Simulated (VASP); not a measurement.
The system is TiN.

```
Ti N
1.0
     0.00000    2.11900    2.11900
     2.11900    0.00000    2.11900
     2.11900    2.11900    0.00000
Ti N
1 1
Direct
  0.00000 0.00000 0.00000
  0.50000 0.50000 0.50000
```

| Item | Value |
| --- | --- |
| Program | VASP 6.6.1 |
| Task | relaxation of cell and atoms |
| Functional | PBEsol |
| Potentials or basis | VASP PAW PBE potentials, release 64 (Ti_sv, N) |
| Cutoff | 520 eV |
| k mesh | 12 × 12 × 12 |
| Occupations | gaussian, width 0.02 eV |
| Spin | no spin polarisation |

At the start: pressure -6.4 GPa; volume 9.51 Å³/atom.

Where does the relaxation end?

Over 6 steps the energy falls by 4.4 meV/atom and the volume is 9.30 Å³/atom (-2.2 %); space group Fm-3m (No. 225, to 0.05 Å).

The path:
```tsv
step	energy change (eV)	largest force (eV/Å)	pressure (GPa)	volume (Å³)
1	0.0000	0.0000	-6.44	19.03
2	0.0110	0.0000	10.67	17.99
3	-0.0087	0.0000	-0.06	18.61
4	-0.0087	0.0000	0.07	18.60
5	-0.0087	0.0000	-0.08	18.61
6	-0.0087	0.0000	-0.02	18.60
```

Final structure:
```
CELL_PARAMETERS angstrom
0.00000 2.10310 2.10310
2.10310 0.00000 2.10310
2.10310 2.10310 0.00000
ATOMIC_POSITIONS crystal
Ti 0.00000 0.00000 0.00000
N 0.50000 0.50000 0.50000
```

Caveat: the PAW data sets were made with another functional, which shifts forces and pressure a little.
